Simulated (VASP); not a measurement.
A cell of KBr (rock salt) near equilibrium:

```
KBr
1.0
    0.00000     3.30311     3.30311
    3.30311     0.00000     3.30311
    3.30311     3.30311     0.00000
K Br
1 1
Direct
  0.00000   0.00000   0.00000
  0.50000   0.50000   0.50000
```

All values below come from r2SCAN meta-GGA, VASP's PBE PAW potentials (set 64) (plane waves; VASP).

| run | ΔE (meV/atom) | σxx | σyy | σzz | largest shear component, with its sign (GPa) | gap (eV) |
|---|---|---|---|---|---|---|
| as it is | 0.0 | 0.01 | 0.01 | 0.01 | 0.00 | 5.07 |
| after one change | 0.0 | 0.01 | 0.01 | 0.01 | 0.03 | 5.07 |
Stress is in GPa, positive when the cell is compressed; gaps are those on the k-mesh, and 0.00 means metallic.

What was changed between the two runs?
(A) shear strain γ_xz = -0.5 %
(B) uniaxial strain of +1.5 % along x
(C) uniaxial strain of +2.0 % along x
(D) isotropic strain of -3.0 %

A, shear strain γ_xz = -0.5 %

The compound is KBr in the rock salt structure.
